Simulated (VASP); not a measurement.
Input:

```
CELL_PARAMETERS angstrom
      2.34660    -3.67380     0.00000
      2.34660     3.67380     0.00000
      0.00000     0.00000     6.14928
ATOMIC_POSITIONS crystal
  Ag 0.33184 0.66816 0.88331
  Ag 0.66816 0.33184 0.11669
  Ag 0.16816 0.83184 0.38331
  Ag 0.83184 0.16816 0.61669
  S  0.00000 0.00000 0.00000
  S  0.50000 0.50000 0.50000
```

Computed with PBEsol GGA, VASP's PBE PAW potentials (set 64) (plane waves; VASP). Settings: 400 eV cut-off, 6×6×4 Γ-centred mesh, tetrahedra with Blöchl corrections, potentials Ag S.

Task: The job: Ag$_{2}$S (space group Cmce), 6 atoms, PBEsol, static run, 400 eV, 6×6×4 Γ-centred mesh. Roughly how much core time does it take on a busy server core?

Result: About 2 core-minutes (one run on a shared machine, a rough figure). It had 39 irreducible k-points, 33 bands, up to 1948 plane waves and 14 electronic steps.

The structure comes from a computed database's Ag2S entry (Cmce); how it stands against other phases isn't given here. It was relaxed first, which changed the volume by -10 %.
